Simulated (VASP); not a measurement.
An input for Quantum ESPRESSO's pw.x (written as the equivalent of a VASP run, and not itself run):

```
&CONTROL
  calculation = 'scf'
  pseudo_dir = './pseudo'
  outdir = './out'
  tprnfor = .true.
  tstress = .true.
/
&SYSTEM
  ibrav = 0
  nat = 2
  ntyp = 2
  ecutwfc = 82.3
  occupations = 'tetrahedra'
  input_dft = 'pz'
/
&ELECTRONS
  conv_thr = 7.3e-09
  electron_maxstep = 100
/
ATOMIC_SPECIES
  Hg 200.592 Hg.upf
  Te 127.600 Te.upf
CELL_PARAMETERS angstrom
     0.0000000    3.2239853    3.2239853
     3.2239853    0.0000000    3.2239853
     3.2239853    3.2239853    0.0000000
ATOMIC_POSITIONS crystal
  Hg   0.0000000  0.0000000  0.0000000
  Te   0.2500000  0.2500000  0.2500000
K_POINTS automatic
  11 11 11 0 0 0
```

Task: Write the VASP files for the same calculation (LDA).

Result: One answer among several that fit: 
**KPOINTS**
```
Automatic mesh
0
Gamma
 11 11 11
0 0 0
```

**INCAR**
```
ALGO=Normal
EDIFF=1E-7
ENCUT=400
ISIF=2
ISMEAR=-5
LASPH=.TRUE.
LCHARG=.TRUE.
LMAXMIX=6
LORBIT=11
LREAL=.FALSE.
LWAVE=.FALSE.
NEDOS=601
NELM=100
PREC=Accurate
SYSTEM=HgTe
```

**POSCAR**
```
HgTe
1
    0.0000000000     3.2239852849     3.2239852849
    3.2239852849     0.0000000000     3.2239852849
    3.2239852849     3.2239852849     0.0000000000
Hg Te
1 1
Direct
  0.0000000000   0.0000000000   0.0000000000
  0.2500000000   0.2500000000   0.2500000000
```

POTCAR, in this order: Hg Te (LDA.64 set). Program: vasp_std.

What does not carry over: the potentials are each code's own (VASP's PAW set, PseudoDojo norm-conserving files in pw.x), so ENCUT and ecutwfc are chosen apart and not converted; conv_thr bounds pw.x's estimated SCF error, while EDIFF bounds the energy change between steps.

The structure comes from a computed database's HgTe entry (F-43m); how it stands against other phases isn't given here. It was relaxed first, which changed the volume by -6 %.
